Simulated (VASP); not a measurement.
A convergence study with VASP on CsPbBr$_{3}$ (cubic perovskite): a few settings are varied, all else stays as given below, so the limit is that of these other settings.

```yaml
crystal:
  lattice:
    - [5.87000, 0.00000, 0.00000]
    - [0.00000, 5.87000, 0.00000]
    - [0.00000, 0.00000, 5.87000]
  atoms:
    - { symbol: Cs, position: [0.00000, 0.00000, 0.00000] }
    - { symbol: Pb, position: [0.50000, 0.50000, 0.50000] }
    - { symbol: Br, position: [0.50000, 0.00000, 0.50000] }
    - { symbol: Br, position: [0.00000, 0.50000, 0.50000] }
    - { symbol: Br, position: [0.50000, 0.50000, 0.00000] }
```

All values below come from PBE GGA, VASP's PBE PAW potentials (set 64) (plane waves; VASP). The last row used: 550 eV cut-off, 10×10×10 Γ-centred mesh, second-order Methfessel-Paxton smearing of 0.40 eV, potentials Cs_sv Pb_d Br.

| setting | E (eV/atom) | pressure (GPa) | irreducible k-points |
|---|---|---|---|
| ISMEAR = -1, SIGMA = 0.01, 2×2×2 mesh | -3.0300 | 2.80 | 4 |
| ISMEAR = -1, SIGMA = 0.2, 2×2×2 mesh | -3.0285 | 2.77 | 4 |
| ISMEAR = 0, SIGMA = 0.01, 2×2×2 mesh | -3.0300 | 2.80 | 4 |
| ISMEAR = 0, SIGMA = 0.2, 2×2×2 mesh | -3.0300 | 2.80 | 4 |
| ISMEAR = 1, SIGMA = 0.01, 2×2×2 mesh | -3.0300 | 2.80 | 4 |
| ISMEAR = 1, SIGMA = 0.2, 2×2×2 mesh | -3.0298 | 2.80 | 4 |
| ISMEAR = 2, SIGMA = 0.01, 2×2×2 mesh | -3.0300 | 2.80 | 4 |
| ISMEAR = 2, SIGMA = 0.2, 2×2×2 mesh | -3.0298 | 2.80 | 4 |
| ISMEAR = -1, SIGMA = 0.05, 4×4×4 mesh | -3.1609 | 1.56 | 10 |
| ISMEAR = -1, SIGMA = 0.2, 4×4×4 mesh | -3.1606 | 1.55 | 10 |
| ISMEAR = 0, SIGMA = 0.05, 4×4×4 mesh | -3.1609 | 1.56 | 10 |
| ISMEAR = 0, SIGMA = 0.2, 4×4×4 mesh | -3.1609 | 1.56 | 10 |
| ISMEAR = 1, SIGMA = 0.05, 4×4×4 mesh | -3.1609 | 1.56 | 10 |
| ISMEAR = 1, SIGMA = 0.2, 4×4×4 mesh | -3.1609 | 1.56 | 10 |
| ISMEAR = 2, SIGMA = 0.05, 4×4×4 mesh | -3.1609 | 1.56 | 10 |
| ISMEAR = 2, SIGMA = 0.2, 4×4×4 mesh | -3.1609 | 1.56 | 10 |
| ISMEAR = -1, SIGMA = 0.05, 10×10×10 mesh | -3.1678 | 1.44 | 56 |
| ISMEAR = -1, SIGMA = 0.4, 10×10×10 mesh | -3.1590 | 1.46 | 56 |
| ISMEAR = 0, SIGMA = 0.05, 10×10×10 mesh | -3.1678 | 1.44 | 56 |
| ISMEAR = 0, SIGMA = 0.4, 10×10×10 mesh | -3.1678 | 1.44 | 56 |
| ISMEAR = 1, SIGMA = 0.05, 10×10×10 mesh | -3.1678 | 1.44 | 56 |
| ISMEAR = 1, SIGMA = 0.4, 10×10×10 mesh | -3.1680 | 1.43 | 56 |
| ISMEAR = 2, SIGMA = 0.05, 10×10×10 mesh | -3.1678 | 1.44 | 56 |
| ISMEAR = 2, SIGMA = 0.4, 10×10×10 mesh | -3.1678 | 1.44 | 56 |

Left out are rungs that failed or repeat a setting and relaxations that didn't move; long series are thinned to 24 rows.

The compound is CsPbBr3 in the cubic perovskite structure, the ideal cubic form; the compound distorts at low or room temperature. The cell was not relaxed at this level.
